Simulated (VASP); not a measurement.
Consider the following.

```xyz
2
Lattice="0.0000 2.6747 2.6747 2.6747 0.0000 2.6747 2.6747 2.6747 0.0000" Properties=species:S:1:pos:R:3 pbc="T T T"
Ag     0.0000     0.0000     0.0000
Cl     2.6747     2.6747     2.6747
```

Computed with LDA (Ceperley-Alder, Perdew-Zunger), VASP's LDA PAW potentials (set 64) (plane waves; VASP). Run with 400 eV cut-off, 9×9×9 Γ-centred mesh, Gaussian smearing of 0.010 eV, potentials Ag Cl.

Q: Give the electronic dielectric tensor ε∞ (DFPT, local fields included).

A: 
```
5.78  0.00  0.00
0.00  5.78  0.00
0.00  0.00  5.78
```

Q: Give the Born effective charges.

A: 
```json
[
 {"atom": "Ag1", "Z*xx": "1.41", "Z*yy": "1.41", "Z*zz": "1.41", "mean": "1.41"},
 {"atom": "Cl2", "Z*xx": "-1.41", "Z*yy": "-1.41", "Z*zz": "-1.41", "mean": "-1.41"}
]
```

The compound is AgCl in the rock salt structure. It was relaxed first, which changed the volume by -10 %.
